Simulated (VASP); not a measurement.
An input for Ansatz (written as the equivalent of a VASP run, and not itself run):

Ansatz 0.2 input:
```yaml
crystal:
  lattice:
    - [0.0000000, 3.2979931, 3.2979931]
    - [3.2979931, 0.0000000, 3.2979931]
    - [3.2979931, 3.2979931, 0.0000000]
  atoms:
    - { symbol: Te, position: [0.5000000, 0.5000000, 0.5000000] }
    - { symbol: Pb, position: [1.0000000, 1.0000000, 0.0000000] }
kpoints:
  mp_grid: { grid: [7, 7, 7] }
hamiltonian:
  xc: pbe
  dispersion: d4
  pseudopotentials: { kind: paw }
scf:
  occupations: { method: gaussian, width: 0.05 }
  max_iter: 100
output: { forces: true, stress: true, eigenvalues: true }
```

### Question
Write the VASP files for the same calculation (PBE-D4).

### Answer
Several could match; the one computed here: 
**KPOINTS**
```
Automatic mesh
0
Gamma
7 7 7
0 0 0
```

File POSCAR:
```
PbTe
1
    0.0000000000     3.2979930600     3.2979930600
    3.2979930600     0.0000000000     3.2979930600
    3.2979930600     3.2979930600     0.0000000000
Te Pb
1 1
Direct
  0.5000000000   0.5000000000   0.5000000000
  1.0000000000   1.0000000000   0.0000000000
```

INCAR:
```
ALGO=Normal
EDIFF=1E-7
ENCUT=520
GGA=PE
ISIF=2
ISMEAR=0
IVDW=13
LASPH=.TRUE.
LCHARG=.FALSE.
LMAXMIX=4
LREAL=.FALSE.
LWAVE=.FALSE.
NELM=100
PREC=Accurate
SIGMA=0.05
SYSTEM=PbTe
```

POTCAR, in this order: Te Pb_d (PBE.64 set). Program: vasp_std.

The two are equivalent in intent, not identical: each code has its own PAW files, so the cut-off isn't converted (ENCUT is set for VASP's; basis.ecutwfc is left out, and Ansatz then takes the one that its files recommend); Ansatz stops its SCF on the density residual and VASP on the energy change (EDIFF).

The compound is PbTe in the rock salt structure. This cell is one point of a volume scan, at 1.06 of the reference volume.
